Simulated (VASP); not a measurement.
Calculation: PBE GGA + U (Dudarev), VASP's PBE PAW potentials (set 64) (plane waves; VASP).

VASP ran on this input.

**INCAR**
```
# general
SYSTEM    = TiB2
PREC      = Accurate
ENCUT     = 520   # plane-wave cut-off (eV)
LREAL     = .FALSE.
LASPH     = .TRUE.   # aspherical one-centre terms

# electronic loop
EDIFF     = 1E-6   # SCF stop (eV)
NELM      = 100
ALGO      = Normal   # blocked Davidson
LMAXMIX   = 4

# smearing
ISMEAR    = 1
SIGMA     = 0.1

# functional
GGA       = PE   # PBE

# DFT+U
LDAU      = .TRUE.
LDAUTYPE  = 2   # Dudarev
LDAUL     = 2 -1
LDAUU     = 1.0 0
LDAUJ     = 0 0
LDAUPRINT = 1

# ions
ISIF      = 2   # forces and stress, cell fixed

# output
LWAVE     = .FALSE.
LCHARG    = .FALSE.
LORBIT    = 10
```

POSCAR:
```
TiB2
1
    1.5453000000    -2.6765380000     0.0000000000
    1.5453000000     2.6765380000     0.0000000000
    0.0000000000     0.0000000000     3.2946000000
Ti B
1 2
Direct
  0.0000000000   0.0000000000   0.0000000000
  0.3333330000   0.6666670000   0.5000000000
  0.6666670000   0.3333330000   0.5000000000
```

File KPOINTS:
```
Automatic mesh
0
Gamma
10 10 8
0 0 0
```

POTCAR, in this order: Ti_sv B (PBE.64 set). Program: vasp_std.

Output

**OUTCAR**
```
 ion  position               nearest neighbor table
   1  0.000  0.000  0.000-   2 2.43   3 2.43   2 2.43   3 2.43   3 2.43   3 2.43   2 2.43   2 2.43
                             3 2.43   3 2.43   2 2.43   2 2.43
   2  0.333  0.667  0.500-   3 1.78   3 1.78   3 1.78   1 2.43   1 2.43   1 2.43   1 2.43   1 2.43
                             1 2.43
   3  0.667  0.333  0.500-   2 1.78   2 1.78   2 1.78   1 2.43   1 2.43   1 2.43   1 2.43   1 2.43
                             1 2.43
  LATTYP: Found a hexagonal cell.
 ALAT       =     3.0905999022
 C/A-ratio  =     1.0660066344
 Subroutine PRICEL returns:
 Original cell was already a primitive cell.
 Subroutine GETGRP returns: Found 24 space group operations
The static configuration has the point symmetry D_6h.
The dynamic configuration has the point symmetry D_6h.
 Subroutine INISYM returns: Found 24 space group operations
 Subroutine IBZKPT returns following result:
 Found     70 irreducible k-points:

 Following reciprocal coordinates:
            Coordinates               Weight
  0.000000  0.000000  0.000000      1.000000
  0.100000 -0.000000  0.000000      6.000000
  0.200000 -0.000000  0.000000      6.000000
  0.300000  0.000000  0.000000      6.000000
  0.400000  0.000000  0.000000      6.000000
  0.500000  0.000000  0.000000      3.000000
  0.100000  0.100000  0.000000      6.000000
  0.200000  0.100000  0.000000     12.000000
  0.300000  0.100000  0.000000     12.000000
  0.400000  0.100000  0.000000     12.000000
  0.200000  0.200000  0.000000      6.000000
  0.300000  0.200000  0.000000     12.000000
  0.400000  0.200000  0.000000      6.000000
  0.300000  0.300000  0.000000      6.000000
  0.000000  0.000000  0.125000      2.000000
  0.100000 -0.000000  0.125000     12.000000
  0.200000 -0.000000  0.125000     12.000000
  0.300000  0.000000  0.125000     12.000000
  0.400000  0.000000  0.125000     12.000000
  0.500000  0.000000  0.125000      6.000000
  0.100000  0.100000  0.125000     12.000000
  0.200000  0.100000  0.125000     24.000000
  0.300000  0.100000  0.125000     24.000000
  0.400000  0.100000  0.125000     24.000000
  0.200000  0.200000  0.125000     12.000000
  0.300000  0.200000  0.125000     24.000000
  0.400000  0.200000  0.125000     12.000000
  0.300000  0.300000  0.125000     12.000000
  0.000000  0.000000  0.250000      2.000000
  0.100000 -0.000000  0.250000     12.000000
  0.200000 -0.000000  0.250000     12.000000
  0.300000  0.000000  0.250000     12.000000
  0.400000  0.000000  0.250000     12.000000
  0.500000  0.000000  0.250000      6.000000
  0.100000  0.100000  0.250000     12.000000
  0.200000  0.100000  0.250000     24.000000
  0.300000  0.100000  0.250000     24.000000
  0.400000  0.100000  0.250000     24.000000
  0.200000  0.200000  0.250000     12.000000
  0.300000  0.200000  0.250000     24.000000
   k-points           NKPTS =     70   k-points in BZ     NKDIM =     70   number of bands    NBANDS=     13
   number of dos      NEDOS =    301   number of ions     NIONS =      3
   total plane-waves  NPLWV =  16128
   dimension x,y,z NGX =    24 NGY =   24 NGZ =   28
   dimension x,y,z NGXF=    48 NGYF=   48 NGZF=   56
   ions per type =               1   2
   PREC   = accura    normal or accurate (medium, high low for compatibility)
   ISTART =      0    job   : 0-new  1-cont  2-samecut
   ICHARG =      2    charge: 1-file 2-atom 10-const
   ISPIN  =      1    spin polarized calculation?
   LNONCOLLINEAR =      F non collinear calculations
   LSORBIT =      F    spin-orbit coupling
   INIWAV =      1    electr: 0-lowe 1-rand  2-diag
   ENCUT  =  520.0 eV  38.22 Ry    6.18 a.u.   5.75  5.75  6.13*2*pi/ulx,y,z
...
```

**OSZICAR**
```
       N       E                     dE             d eps       ncg     rms          rms(c)
DAV:   1     0.126895532164E+03    0.12690E+03   -0.93147E+03  1825   0.156E+03
DAV:   2    -0.186519405060E+02   -0.14555E+03   -0.14152E+03  1860   0.392E+02
DAV:   3    -0.285288049172E+02   -0.98769E+01   -0.97467E+01  2696   0.943E+01
DAV:   4    -0.288828155575E+02   -0.35401E+00   -0.35372E+00  2397   0.162E+01
DAV:   5    -0.288921615290E+02   -0.93460E-02   -0.93453E-02  2677   0.244E+00    0.155E+01
DAV:   6    -0.235294186420E+02    0.53627E+01   -0.28467E+01  2449   0.589E+01    0.361E+00
DAV:   7    -0.235615924075E+02   -0.32174E-01   -0.18528E+00  2052   0.158E+01    0.285E+00
DAV:   8    -0.235683455102E+02   -0.67531E-02   -0.17930E-01  2578   0.395E+00    0.811E-01
DAV:   9    -0.235605205972E+02    0.78249E-02   -0.83979E-02  2423   0.381E+00    0.280E-01
DAV:  10    -0.235596623973E+02    0.85820E-03   -0.55677E-03  2290   0.978E-01    0.630E-02
DAV:  11    -0.235596920212E+02   -0.29624E-04   -0.44061E-04  2658   0.266E-01    0.477E-02
DAV:  12    -0.235596707495E+02    0.21272E-04   -0.12882E-04  2451   0.151E-01    0.879E-03
DAV:  13    -0.235596703639E+02    0.38561E-06   -0.65497E-06  2174   0.307E-02
   1 F= -.23559670E+02 E0= -.23559202E+02  d E =-.140542E-02
```

File OUTCAR:
```
------------------------ aborting loop because EDIFF is reached ----------------------------------------
  FORCE on cell =-STRESS in cart. coord.  units (eV):
  Direction    XX          YY          ZZ          XY          YZ          ZX
  --------------------------------------------------------------------------------------
  Total       -2.1896676     -2.1896674     -1.5687188      0.0000000      0.0000000      0.0000000
  in kB     -128.7270635   -128.7270527    -92.2224747      0.0000000      0.0000000      0.0000000
  external PRESSURE =    -116.5588636 kB  Pullay stress =       0.0000000 kB
  volume of cell :       27.25
      direct lattice vectors                 reciprocal lattice vectors
     1.545300000 -2.676538000  0.000000000     0.323561768 -0.186808482  0.000000000
     1.545300000  2.676538000  0.000000000     0.323561768  0.186808482  0.000000000
     0.000000000  0.000000000  3.294600000     0.000000000  0.000000000  0.303526984
 POSITION                                       TOTAL-FORCE (eV/Angst)
 -----------------------------------------------------------------------------------
      0.00000      0.00000      0.00000         0.000000     -0.000000      0.000000
      1.54530      0.89218      1.64730        -0.000000     -0.000000      0.000000
      1.54530     -0.89218      1.64730         0.000000      0.000000     -0.000000
 -----------------------------------------------------------------------------------
    total drift:                               -0.000000     -0.000000      0.000000
  FREE ENERGIE OF THE ION-ELECTRON SYSTEM (eV)
  ---------------------------------------------------
  free  energy   TOTEN  =       -23.5596703639 eV

  energy  without entropy=      -23.5582649468  energy(sigma->0) =      -23.55920189

 total charge

# of ion       s       p       d       tot
------------------------------------------
    1        2.167   6.186   1.941  10.294
    2        0.671   1.271   0.000   1.942
    3        0.671   1.271   0.000   1.942
--------------------------------------------------
tot          3.509   8.728   1.941  14.178
```
(Selected blocks of OUTCAR.)

OUTCAR:
```
 val. band max:        9.4126114058   @ k =   0.3000   0.2000   0.0000

 cond. band min:       9.4195528908   @ k =   0.1000  -0.0000   0.3750


 Fermi energy:         9.4134135273

 k-point     1 :       0.0000    0.0000    0.0000
  band No.  band energies     occupation
      1     -47.9289      2.00000
      2     -24.2485      2.00000
      3     -23.9843      2.00000
      4     -23.9843      2.00000
      5      -3.7863      2.00000
      6       6.9649      2.00000
      7       6.9649      2.00000
      8       7.0772      2.00000
      9       7.4950      2.00000
     10      11.2115     -0.00000
     11      11.2116     -0.00000
     12      12.8298      0.00000
     13      12.8298      0.00000

 k-point     2 :       0.1000   -0.0000    0.0000
  band No.  band energies     occupation
      1     -47.9250      2.00000
      2     -24.2434      2.00000
      3     -24.0156      2.00000
      4     -23.9915      2.00000
      5      -3.6027      2.00000
      6       6.4167      2.00000
      7       6.9175      2.00000
      8       6.9622      2.00000
      9       7.5852      2.00000
     10      11.1603     -0.00000
     11      11.4978      0.00000
     12      12.2051      0.00000
     13      12.3263      0.00000

 k-point     3 :       0.2000   -0.0000    0.0000
  band No.  band energies     occupation
      1     -47.9147      2.00000
      2     -24.2301      2.00000
      3     -24.0967      2.00000
      4     -24.0102      2.00000
      5      -3.0645      2.00000
      6       5.0932      2.00000
      7       6.7292      2.00000
      8       6.7613      2.00000
      9       7.7456      2.00000
     10      11.0292     -0.00000
     11      11.4829      0.00000
     12      11.8416      0.00000
     13      12.1515      0.00000

 k-point     4 :       0.3000    0.0000    0.0000
  band No.  band energies     occupation
      1     -47.9020      2.00000
      2     -24.2136      2.00000
      3     -24.1956      2.00000
...
```

The compound is TiB2 in the AlB2 type structure. The cell was not relaxed at this level. The run is one of a series of settings (LDAU = .TRUE., LDAUJ = 0 0, LDAUL = 2 -1, LDAUTYPE = 2, LDAUU = 1.0 0 against the base run), some of them coarse on purpose.
